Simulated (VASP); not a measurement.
**A VASP study of PbO (Litharge) (PBEsol): structure first, properties next**

Aim: relax PbO (Litharge), then compute properties on the relaxed cell. The steps: full relaxation (PBEsol), single point with fields (PBEsol), bands along the symmetry lines (PBEsol), density of states (PBEsol), optical spectrum (PBEsol), band structure (PBEsol + SOC), bands along the symmetry lines (HSE06) and band structure (TB-mBJ). The start is a cell from a database of measured crystal structures.

Calculated with VASP 6.6.1; PBEsol; plane waves and PAW (Pb_d, O), in the first sound run; inputs show where later runs differ.

This is a report of a sequence of runs, with most program output left out.

The database entry behind the starting cell differs from later determinations by our own check (an axis about 0.4 % long against later determinations), so it need not match the best structure at ambient conditions.

## Step 1: Set-up

Before any relaxation, the start is as follows. The structure is tetragonal, space group P4/nmm (No. 129). The conventional cell has a = 3.990 Å, b = 3.990 Å, c = 5.010 Å, α = 90.00°, β = 90.00°, γ = 90.00°. Nearest to Pb lie 4 O at 2.33 Å. Nearest to O lie 4 Pb at 2.33 Å. Farther neighbours and most contacts between anions are not listed.

## Step 2: Full relaxation (PBEsol)

The start need not lie at this functional's minimum. ISIF = 3 frees volume, shape and positions, and EDIFFG sets the threshold on forces and stress at which the search stops. PBEsol restores the gradient expansion of exchange and is tuned for the cells of solids.

Input file INCAR:

```
SYSTEM = PbO
PREC = Accurate
ENCUT = 520
EDIFF = 1E-06
NELM = 100
ISMEAR = 0
SIGMA = 0.05
LREAL = .FALSE.
ALGO = Normal
GGA = PS
NBANDS = 26
LORBIT = 11
LWAVE = .FALSE.
LCHARG = .FALSE.
KPAR = 4
IBRION = 2
NSW = 60
ISIF = 3
EDIFFG = -0.01
```

Input file POSCAR:

```
PbO
1.0
    3.9900000000      0.0000000000      0.0000000000
    0.0000000000      3.9900000000      0.0000000000
    0.0000000000      0.0000000000      5.0100000000
Pb O
2 2
Direct
    0.0000000000      0.5000000000      0.2400000000
    0.5000000000      0.0000000000      0.7600000000
    0.0000000000      0.0000000000      0.0000000000
    0.5000000000      0.5000000000      0.0000000000
```

Input file KPOINTS:

```
Automatic mesh
0
Gamma
6 6 5
0 0 0
```

PAW data sets: Pb_d and O (PBE family, release 64).

On the command line:

```
mpirun -np 4 vasp_std
```

Wall time 85 s (4 MPI ranks of Intel Xeon 6975P-C (Granite Rapids), shared host); peak memory 0.89 GiB.

The gap is read on the k-mesh alone, so it is an upper bound where the band edges lie off the mesh. The bonds form layers, held to each other by dispersion, which PBEsol lacks, so the spacing between them is unreliable. The PAW data sets were made with PBE, which is usual practice but a small mismatch for other functionals. The run keeps the 16 symmetry operations of its start, so it cannot find a distortion of lower symmetry.

The steps of the relaxation:

```csv
step,energy less that of the first step (eV),largest force (eV/Å),pressure (GPa),volume (Å³)
1,0.0000,0.2885,-0.83,79.76
2,-0.0010,0.1515,1.18,78.57
3,-0.0039,0.0562,0.25,79.12
4,-0.0046,0.0348,0.13,79.36
5,-0.0049,0.0123,0.03,79.62
6,-0.0049,0.0091,0.04,79.66
7,-0.0048,0.0027,0.00,79.73
8,-0.0049,0.0086,0.00,79.68
9,-0.0050,0.0002,0.04,79.72
10,-0.0051,0.0232,0.15,79.87
11,-0.0051,0.0699,0.30,80.15
12,-0.0052,0.0425,0.20,79.99
13,-0.0052,0.0401,0.20,80.02
14,-0.0053,0.0301,0.13,80.13
15,-0.0054,0.0093,0.01,80.35
```

```csv
"conventional cell, symmetrised",before,after,change
a (Å),3.990,3.990,+0.0 %
b (Å),3.990,3.990,+0.0 %
c (Å),5.010,5.046,+0.7 %
volume (Å³/atom),19.94,20.09,+0.7 %
```

The atoms that moved most (Å, as changes of fractional coordinates times the final cell):

```csv
atom,dx,dy,dz,length
Pb1,0.000,0.000,-0.026,0.026
Pb2,0.000,0.000,0.026,0.026
```

Final coordinates:

```
Pb O
1.0
     3.99032    0.00000    0.00000
     0.00000    3.99032    0.00000
     0.00000    0.00000    5.04616
Pb O
2 2
Cartesian
  0.0000 1.9952 1.1848
  1.9952 0.0000 3.8613
  0.0000 0.0000 0.0000
  1.9952 1.9952 0.0000
```

This step gave:

- electrons: 40
- bands: 26
- irreducible k-points: 30
- symmetry operations: 16
- free energy (TOTEN): -22.87 eV
- Fermi energy: 5.059 eV
- pressure: 0.005084 GPa
- metallic: no
- valence top at k: 0, 0, 0
- conduction bottom at k: 0.5, 0.5, 0
- least direct gap at k: 0, 0, 0.2
- SCF cycles over all ionic steps: 104
- gap on the k-mesh: 1.223 eV
- least direct gap on the k-mesh: 2.219 eV

It ends with a largest force of 0.009 eV/Å and a pressure of 0.01 GPa. The volume lies +0.7 % from that of the database's start.

## Step 3: Single point with fields (PBEsol)

A single point on the relaxed cell gives a clean self-consistent state, with density, ELF and potential written out.

INCAR: that of step 2 with these lines changed.

```diff
@@ -13,7 +13,5 @@
 LWAVE = .FALSE.
-LCHARG = .FALSE.
-KPAR = 4
-IBRION = 2
-NSW = 60
-ISIF = 3
-EDIFFG = -0.01
+LCHARG = .TRUE.
+ISIF = 2
+LELF = .TRUE.
+LVHAR = .TRUE.
```

Input file POSCAR:

```
PbO
1.0
    3.9903219130      0.0000000000      0.0000000000
    0.0000000000      3.9903219130      0.0000000000
    0.0000000000      0.0000000000      5.0461551002
Pb O
2 2
Direct
    0.0000000000      0.5000000000      0.2347986345
    0.5000000000      0.0000000000      0.7652013655
    0.0000000000      0.0000000000      0.0000000000
    0.5000000000      0.5000000000      0.0000000000
```

KPOINTS is that of step 2.

On the command line:

```
mpirun -np 4 vasp_std
```

Run time: 14 s. Hardware: 4 MPI ranks; peak memory 0.55 GiB; 48 s of CPU time.

This step gave:

- SCF cycles: 15
- bands: 28
- Fermi energy: 5.083 eV
- pressure: 0.01359 GPa

Valence electrons inside each PAW sphere by angular momentum. Sphere charges, by row:

```csv
atom,s (e),p (e),d (e),tot (e)
Pb1,1.366,0.628,9.877,11.87
Pb2,1.366,0.628,9.877,11.87
O3,1.574,3.371,0,4.946
O4,1.574,3.371,0,4.946
```

Valence density in the ac plane at fractional y = 0.000, with atoms of Pb and O within 0.2 Å of it. It is the smooth field of the valence electrons, not physical close to the nuclei.

Ten even steps from '0' (0.0 e/Å³) to '9' (7.9 e/Å³), each cell a mean:
```
75100011000026
32100133210012
00001467531000
00001589731000
00001478631000
00001244320000
00000111100000
00000000000000
00000000000000
00000000000000
00000000000000
00000000000000
00000000000000
00000000000000
11000000000001
64100000000024
96200000000037
```
Columns run along a (4.0 Å), rows up along c (5.0 Å). Atoms in or near the plane, at fractional coordinates: Pb at (0.50, 0.77), O at (0.00, 0.00).

Electrostatic potential energy in the ac plane at fractional y = 0.000, with atoms of Pb and O within 0.2 Å of it. With pseudopotentials it is smooth inside the atoms' cores, unlike the true potential.

Values in eV, 17 rows by 14 columns, each cell a mean:
```
-51 -43 -11  -1  -3 -13 -23 -27 -21 -10  -2  -2 -21 -47
-27 -15  -2  -2 -14 -37 -54 -59 -51 -29  -9  -2  -5 -19
  1   1   0  -7 -31 -63 -80 -82 -77 -53 -23  -4   1   1
  3   3   0 -10 -39 -72 -82 -82 -82 -62 -29  -5   1   3
  3   3   0  -8 -34 -67 -81 -82 -80 -57 -25  -5   1   3
  3   3   0  -4 -20 -47 -65 -70 -61 -38 -14  -2   1   3
  3   3   2  -1  -5 -19 -30 -35 -28 -14  -3   0   2   3
  3   3   2   1   0  -3  -6  -8  -5  -2   0   2   3   3
  3   3   3   3   2   1   1   0   1   1   2   3   3   3
  3   3   3   3   3   3   3   3   3   3   3   3   3   3
  3   3   3   3   3   4   4   4   4   3   3   3   3   3
  4   4   3   4   4   4   4   4   4   4   4   4   3   4
  4   4   4   4   4   4   4   4   4   4   4   4   4   4
  2   3   4   4   4   4   4   4   4   4   4   4   4   3
-11  -4   2   4   4   3   3   3   3   4   4   3   1  -6
-49 -37  -6   2   3   2   1   0   1   2   3   1 -15 -42
-48 -50 -16   1   1  -1  -3  -3  -2   0   1  -1 -29 -51
```
Columns run along a (4.0 Å; values clipped at the 3rd and 97th percentile), rows up along c (5.0 Å). Atoms in or near the plane, at fractional coordinates: Pb at (0.50, 0.77), O at (0.00, 0.00).

ELF in the ac plane at fractional y = 0.000, with atoms of Pb and O within 0.2 Å of it. It is the smooth field of the valence electrons, not physical close to the nuclei.

Ten even steps from '_' (0.01) to '@' (0.82), each cell a mean:
```
##@@@@++::--======--::##@@%%
@@@@##----==------==--==@@@@
%%##--::==--......--==::++##
==--::--++::..++..--++--::--
....::==++--..::::==**==....
____--++**++----==****==::__
____--++**************++::__
____::==**************==..__
______::==**####****==..____
________::--++++++--..______
__________....::..__________
____________________________
::::..________________....::
##**++::..__________..--++##
@@@@%%++::__________::**%%@@
%%@@@@##::________..--%%@@@@
++%%@@##::..::::....--%%@@##
```
Columns run along a (4.0 Å), rows up along c (5.0 Å). Atoms in or near the plane, at fractional coordinates: Pb at (0.50, 0.77), O at (0.00, 0.00).

In this run the pressure is 0.01 GPa, small enough to go on.

## Step 4: Bands along the symmetry lines (PBEsol)

Levels along the symmetry lines show where the bands peak and cross; KPOINTS_OPT computes them in the converged potential.

Input file INCAR:

```
SYSTEM = PbO
PREC = Accurate
ENCUT = 520
EDIFF = 1E-06
NELM = 100
ISMEAR = 0
SIGMA = 0.05
LREAL = .FALSE.
ALGO = Normal
GGA = PS
NBANDS = 34
LORBIT = 11
LWAVE = .FALSE.
LCHARG = .FALSE.
KPAR = 4
```

POSCAR is that of step 3.

KPOINTS is that of step 3.

Input file KPOINTS_OPT:

```
Line mode
16
Line-mode
Reciprocal
  0.00000000   0.00000000   0.00000000 GAMMA
  0.00000000   0.50000000   0.00000000 X

  0.00000000   0.50000000   0.00000000 X
  0.50000000   0.50000000   0.00000000 M

  0.50000000   0.50000000   0.00000000 M
  0.00000000   0.00000000   0.00000000 GAMMA

  0.00000000   0.00000000   0.00000000 GAMMA
  0.00000000   0.00000000   0.50000000 Z

  0.00000000   0.00000000   0.50000000 Z
  0.00000000   0.50000000   0.50000000 R

  0.00000000   0.50000000   0.50000000 R
  0.50000000   0.50000000   0.50000000 A

  0.50000000   0.50000000   0.50000000 A
  0.00000000   0.00000000   0.50000000 Z

  0.00000000   0.50000000   0.00000000 X
  0.00000000   0.50000000   0.50000000 R

  0.50000000   0.50000000   0.00000000 M
  0.50000000   0.50000000   0.50000000 A
```

On the command line:

```
mpirun -np 4 vasp_std
```

Run time: 48 s. Hardware: 4 MPI ranks; peak memory 1 GiB; 2.7 min of CPU time.

Spin-orbit coupling is off here; with elements this heavy it splits and shifts levels by tenths of an eV or more.

This step gave:

```
SCF cycles                        : 14
bands                             : 34
Fermi energy                      : 5.122 eV
pressure                          : 0.01825 GPa
least gap on mesh and path        : 1.208 eV
least direct gap on mesh and path : 2.212 eV
valence top at k                  : 0, 0.1, 0
least direct gap at k             : 0, 0, 0.1667
```

Electronic bands along the path, in eV, zero at the valence-band top; v1 is the highest filled band, c1 the lowest empty one:

```csv
point,v4,v3,v2,v1,c1,c2,c3,c4
Γ,-1.68,-1.66,-1.66,-0.01,2.27,5.32,5.65,5.65
0.47 of the way,-2.43,-2.01,-1.89,-0.14,3.38,3.64,5.41,5.92
X,-3.01,-3.01,-1.63,-1.63,3.33,3.33,6.45,6.45
0.53 of the way,-2.09,-2.09,-1.39,-1.39,2.39,2.39,5.36,5.36
M,-1.63,-1.63,-1.02,-1.02,1.21,1.21,5.20,5.20
0.47 of the way,-2.79,-2.77,-1.23,-0.55,2.92,3.23,4.75,5.12
Γ,-1.68,-1.66,-1.66,-0.01,2.27,5.32,5.65,5.65
0.47 of the way,-1.70,-1.67,-1.67,-0.30,1.95,4.63,4.63,4.96
Z,-1.72,-1.68,-1.68,-0.91,1.84,4.01,4.01,4.20
0.53 of the way,-2.38,-2.13,-1.13,-0.90,2.27,3.09,4.71,6.62
R,-2.98,-2.98,-0.97,-0.97,3.02,3.02,6.30,6.30
0.53 of the way,-1.66,-1.66,-1.50,-1.50,3.43,3.43,4.48,4.48
A,-2.21,-2.21,-1.03,-1.03,3.46,3.46,4.63,4.63
0.47 of the way,-2.65,-1.63,-1.22,-1.07,2.49,3.69,3.87,6.15
Z,-1.72,-1.68,-1.68,-0.91,1.84,4.01,4.01,4.20
jump to X,-3.01,-3.01,-1.63,-1.63,3.33,3.33,6.45,6.45
0.47 of the way,-2.99,-2.99,-1.29,-1.29,3.18,3.18,6.49,6.49
R,-2.98,-2.98,-0.97,-0.97,3.02,3.02,6.30,6.30
jump to M,-1.63,-1.63,-1.02,-1.02,1.21,1.21,5.20,5.20
0.53 of the way,-1.96,-1.96,-1.02,-1.02,2.12,2.12,5.50,5.50
A,-2.21,-2.21,-1.03,-1.03,3.46,3.46,4.63,4.63
```

Of the projections kept (Pb, O), the largest for each band there; the rest of the weight can lie on other orbitals:

```csv
point,v4,v3,v2,v1,c1,c2,c3,c4
Γ,O 0.93,O 0.91,O 0.91,O 0.62,Pb 0.82,Pb 0.94,Pb 0.65,Pb 0.65
X,O 0.81,O 0.81,O 0.61,O 0.61,Pb 0.57,Pb 0.57,Pb 0.56,Pb 0.56
M,Pb 0.57,Pb 0.57,O 0.97,O 0.97,Pb 0.83,Pb 0.83,Pb 0.87,Pb 0.87
Γ,O 0.93,O 0.91,O 0.91,O 0.62,Pb 0.82,Pb 0.94,Pb 0.65,Pb 0.65
Z,O 0.93,O 0.90,O 0.90,O 0.78,Pb 0.91,Pb 0.92,Pb 0.92,Pb 0.87
R,O 0.81,O 0.81,O 0.69,O 0.69,O 0.59,O 0.59,Pb 0.84,Pb 0.84
```

The path finds the gap of the mesh within 0.02 eV, so the mesh comes close to both band edges.

## Step 5: Density of states (PBEsol)

A density of states needs more k-points than a total energy; ISMEAR = -5 takes tetrahedra, and LORBIT projects the states on the PAW spheres. The mesh is finer than in the run before.

INCAR: that of step 4 with these lines changed.

```diff
@@ -5,3 +5,3 @@
 NELM = 100
-ISMEAR = 0
+ISMEAR = -5
 SIGMA = 0.05
@@ -15 +15,2 @@
 KPAR = 4
+NEDOS = 2001
```

POSCAR is that of step 4.

Input file KPOINTS:

```
Automatic mesh
0
Gamma
8 8 7
0 0 0
```

On the command line:

```
mpirun -np 4 vasp_std
```

The job ended after 34 s (4 MPI ranks; peak memory 1 GiB).

Numbers from this step:

| Item | Value |
| --- | --- |
| irreducible k-points | 60 |
| Fermi energy | 4.864 eV |
| pressure | 0.01886 GPa |
| valence top at k | 0.125, 0, 0 |
| least direct gap at k | 0, 0, 0.1429 |
| gap on the k-mesh | 1.209 eV |
| least direct gap on the k-mesh | 2.217 eV |

The density of states has structure finer than the step of the table below, so its rows give means over 0.5 eV, whole bins alone (the curve runs from -12.0 to 7.95 eV). Peaks (eV: height): total -4.26: 3.88, -1.74: 4.11, -1.34: 6.54, 3.22: 3.72; O p -4.26: 1.71, -3.47: 1.65, -1.74: 2.16, -1.34: 3.76; Pb p -4.26: 0.503, 3.22: 0.693, 7.08: 1.50, 7.47: 1.39; Pb s -8.11: 1.93, -1.90: 0.305, -1.26: 0.411, 3.46: 0.398; O s -6.62: 0.085, 2.75: 0.103, 5.50: 0.0471, 6.84: 0.0492.

States under -12.0 eV and over 7.9 eV are left out. Table of density of states by energy, zero at the valence-band top; means over each step; values in states/eV/cell:

```csv
energy (eV),total,O p,Pb p,Pb s,O s
-9.0,0,0,0,0,0
-8.5,0.281,0.0307,0.00126,0.149,9.4e-4
-8.0,2.88,0.437,0.0182,1.52,0.0326
-7.5,2.17,0.320,0.0123,1.15,0.0669
-7.0,1.08,0.139,0.00887,0.565,0.0705
-6.5,0.814,0.0819,0.0119,0.423,0.0692
-6.0,0.419,0.0431,0.00739,0.223,0.0383
-5.5,0.224,0.0209,0.00405,0.123,0.0230
-5.0,0.136,0.0193,0.00609,0.0621,0.0123
-4.5,1.51,0.632,0.206,0.0267,0.00845
-4.0,2.95,1.34,0.376,0.0284,0.0123
-3.5,2.91,1.43,0.338,0.0135,0.0124
-3.0,1.40,0.746,0.138,0.00449,0.00880
-2.5,3.13,1.69,0.294,0.0458,0.0171
-2.0,3.66,1.89,0.336,0.216,0.0154
-1.5,4.26,2.45,0.293,0.231,0.00527
-1.0,2.82,1.47,0.226,0.267,0.00232
-0.5,1.01,0.470,0.0779,0.162,0.00163
0.0,0.303,0.143,0.0120,0.0659,4.4e-4
0.5,0,0,0,0,0
1.0,1.9e-4,0,4.5e-5,0,7.5e-6
1.5,0.0849,0.00448,0.0216,0.00174,0.00409
2.0,0.421,0.0347,0.0994,0.0284,0.0153
2.5,1.84,0.229,0.417,0.119,0.0707
3.0,3.14,0.536,0.626,0.263,0.0789
3.5,2.23,0.443,0.406,0.233,0.0365
4.0,0.790,0.116,0.201,0.0360,0.00843
4.5,1.32,0.186,0.360,0.0366,0.0216
5.0,1.67,0.228,0.462,0.0546,0.0304
5.5,2.14,0.255,0.693,0.0626,0.0408
6.0,1.81,0.206,0.688,0.0286,0.0262
6.5,1.87,0.251,0.715,0.0228,0.0263
7.0,3.44,0.540,1.40,0.0303,0.0376
7.5,2.77,0.505,1.10,0.0268,0.0174
```

The gap on this mesh is 1.21 eV. In the top eV of the valence band the largest shares in the PAW spheres are O p 47 %, Pb s 15 % and Pb p 8 %; in the lowest eV of the conduction band, Pb p 24 %, O p 8 % and Pb s 6 %. The rest lies in smaller channels or between the spheres.

## Step 6: Optical spectrum (PBEsol)

LOPTICS sums transitions from filled to empty bands. NBANDS is raised for it.

Input file INCAR:

```
SYSTEM = PbO
PREC = Accurate
ENCUT = 520
EDIFF = 1E-06
NELM = 100
ISMEAR = 0
SIGMA = 0.05
LREAL = .FALSE.
ALGO = Normal
GGA = PS
NBANDS = 52
LORBIT = 11
LWAVE = .FALSE.
LCHARG = .FALSE.
KPAR = 4
LOPTICS = .TRUE.
NEDOS = 1500
CSHIFT = 0.1
```

POSCAR is that of step 5.

KPOINTS is that of step 5.

On the command line:

```
mpirun -np 4 vasp_std
```

Run time: 42 s. Hardware: 4 MPI ranks; peak memory 2 GiB.

These are independent-particle spectra without excitons or local fields, and fine structure depends on the mesh and on CSHIFT.

This step gave:

```
bands        : 52
Fermi energy : 5.061 eV
pressure     : 0.01145 GPa
```

The imaginary dielectric function has structure finer than the step of the table below, so its rows give means over 1 eV, whole bins alone (the curve runs from 0 to 25.0 eV). Peaks (eV: height): xx 3.7: 13.8, 4.2: 14.5; zz 4.3: 14.5, 7.0: 6.41.

Table of imaginary dielectric function by photon energy; means over each step:

```csv
photon energy (eV),xx,zz
1,0.0740,0.0687
2,0.438,0.542
3,4.17,3.66
4,12.4,9.67
5,6.99,7.00
6,5.99,4.92
7,4.80,5.05
8,2.72,2.76
9,2.56,1.86
10,2.73,2.18
11,1.64,2.33
12,0.922,1.15
13,0.984,0.965
14,1.16,0.800
15,1.46,1.29
16,1.04,0.734
17,0.798,0.602
18,0.906,0.843
19,0.838,1.07
20,0.585,0.709
21,0.524,0.855
22,0.538,0.724
23,0.639,0.690
24,0.326,0.475
```

Real dielectric function against photon energy:

```csv
photon energy (eV),xx,zz
0,7.20,6.58
1,7.53,6.87
2,8.98,8.30
3,13.3,10.4
4,6.67,7.39
5,0.501,0.188
6,1.14,0.439
7,-2.03,-0.483
8,-0.459,-1.25
9,-0.348,0.280
10,-0.195,0.814
11,-0.632,-0.518
12,0.0222,-0.174
13,0.488,0.152
14,0.812,0.653
15,0.206,0.326
16,0.129,0.347
17,0.280,0.653
18,0.395,1.03
19,0.304,0.494
20,0.304,0.488
21,0.451,0.628
22,0.613,0.596
23,0.336,0.345
24,0.428,0.471
```

The mean of ε2 over directions passes 5 % of its top at 2.25 eV, against a least direct gap of 2.22 eV on this mesh, so absorption sets in close to the direct gap. The indirect gap (1.21 eV in the band run) doesn't show, since phonons are left out.

[end of part 1 of 2]

[Lines on the potential files, build, host, timing and source positions are cut from VASP's logs without a mark.]

[Logs are printed without paths, hosts, clocks, repeated set-up lines and the standing remarks that a program may print on its own settings, such as how far it seeks lower states.]

[Hosts, paths, dates, database ids (printed as entryN), source tags and the programs' standing remarks are cut or masked in the printed files.]

[A measured line is paired with the nearest computed mode of its activity, which favours agreement.]
